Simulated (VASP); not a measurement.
VASP input:

File KPOINTS:
```
Automatic mesh
0
G
 8 8 6
0 0 0
```

### INCAR
```
ALGO = Normal
EDIFF = 1E-7
ENCUT = 600
GGA = PS
ISIF = 2
ISMEAR = 0
LASPH = .True.
LCHARG = .False.
LREAL = .False.
LWAVE = .False.
NELM = 100
PREC = Accurate
SIGMA = 0.05
SYSTEM = Li2O
```

### POSCAR
```
Li2O
3.0779150
  0.9999998666   0.0000000250   0.0000000000
 -0.4999997278   0.8660251033   0.0000000000
  0.0000000000   0.0000000000   1.2344121443
O Li
1 2
Cart
  0.0000000000   0.0000000000  -0.0081223815
 -0.0000003630   0.5773503659   0.2220468117
  0.5000005018   0.2886747624   1.0123653325
```

POTCAR, in this order: O Li_sv (PBE.64 set). Program: vasp_std.

Problem. Write an equivalent input for Quantum ESPRESSO's pw.x.

Solution. One equivalent input (not run):
```
&CONTROL
  calculation = 'scf'
  pseudo_dir = './pseudo'
  outdir = './out'
  tprnfor = .true.
  tstress = .true.
/
&SYSTEM
  ibrav = 0
  nat = 3
  ntyp = 2
  ecutwfc = 84
  occupations = 'smearing'
  smearing = 'gaussian'
  degauss = 0.003675
  input_dft = 'pbesol'
/
&ELECTRONS
  conv_thr = 7.3e-09
  electron_maxstep = 100
/
ATOMIC_SPECIES
  O 15.999 O.upf
  Li 6.940 Li.upf
CELL_PARAMETERS angstrom
     3.0779146    0.0000001    0.0000000
    -1.5389567    2.6655517    0.0000000
     0.0000000    0.0000000    3.7994157
ATOMIC_POSITIONS crystal
  O    0.0000000  0.0000000 -0.0065800
  Li   0.3333330  0.6666670  0.1798806
  Li   0.6666670  0.3333330  0.8201194
K_POINTS automatic
  8 8 6 0 0 0
```
The two are equivalent in intent, not identical: the potentials are each code's own (VASP's PAW set, PseudoDojo norm-conserving files in pw.x), so ENCUT and ecutwfc are chosen apart and not converted; conv_thr bounds pw.x's estimated SCF error, while EDIFF bounds the energy change between steps.

The structure was generated: Li2O was put into the CdI2 type (P-3m1), which need not be its known phase. This cell was strained or had an atom moved on purpose.
